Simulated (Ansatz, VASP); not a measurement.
## One calculation of CaB3Sb3, two programs

```
Ca B Sb
1.0
     5.18646    0.00000    0.00000
     0.00000    5.18646    0.00000
     0.00000    0.00000    5.18646
Ca B Sb
1 3 3
Direct
  0.50000 0.50000 0.50000
  0.50000 0.50000 0.00000
  0.00000 0.50000 0.50000
  0.50000 0.00000 0.50000
  0.50000 0.00000 0.00000
  0.00000 0.50000 0.00000
  0.00000 0.00000 0.50000
```

Change from the starting cell: species swapped into the Ce3GaBr3 type (Pm-3m, No. 221).

Alike in both runs: task single point; functional PBE; k mesh 4 × 4 × 4; occupations gaussian, width 0.1 eV; no spin polarisation.

|  | VASP | Ansatz |
| --- | --- | --- |
| version | VASP 6.6.1 | Ansatz 0.2.0 |
| potentials or method | VASP PAW PBE potentials, release 64 (Ca_sv, B, Sb) | scalar-relativistic, plane waves, PAW |
| plane-wave cutoff (eV) | 520 | 420 |
| valence electrons in the cell | 34 | 64 |

Ansatz gave:

- gap on the k mesh at the Fermi level (eV): none
- pressure (GPa): -1.3

Question: Which values does VASP return?

Answer: gap on the k mesh at the Fermi level (eV): none; pressure (GPa): -1.2.

A gap of «none» marks a metal or a gap that the smearing closes. The two sets of potentials don't hold the same shells in valence.

The runs have no spin-orbit coupling, so splittings on Sb are missing.
